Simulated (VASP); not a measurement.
Here is the system:

```
FeNi3
1.0
    3.42430     0.00000     0.00000
    0.00000     3.42430     0.00000
    0.00000     0.00000     3.42430
Fe Ni
1 3
Direct
  0.00000   0.00000   0.00000
  0.00000   0.50000   0.50000
  0.50000   0.00000   0.50000
  0.50000   0.50000   0.00000
```
Starting moments (μB, in the order of the record's atoms Fe Ni Ni Ni): 2.8 0.6 0.6 0.6.

The numbers are results of vdW-DF-cx, VASP's PBE PAW potentials (set 64) (plane waves; VASP), not measurements. Numerical set-up: 520 eV cut-off, 9×9×9 Γ-centred mesh, first-order Methfessel-Paxton smearing of 0.10 eV, potentials Fe Ni.

Estimate the cell moment, energy per atom (σ→0), pressure, band gap (on the k-mesh) with the smallest direct gap where there is one.

| Quantity | Value |
|---|---|
| band gap (on the k-mesh) | none (metal, semimetal or under 0.01 eV) |
| cell moment | 4.46 μB |
| energy per atom (σ→0) | -3.855 eV/atom |
| pressure | 154.9 kbar |

Give the moment on each site (PAW-sphere projection).

```
site  moment (μB)
----  -----------
Fe1          2.73
Ni2          0.56
Ni3          0.56
Ni4          0.56
```

The compound is Ni3Fe in the L1_2 structure. This cell is one point of a volume scan, at 0.94 of the reference volume.
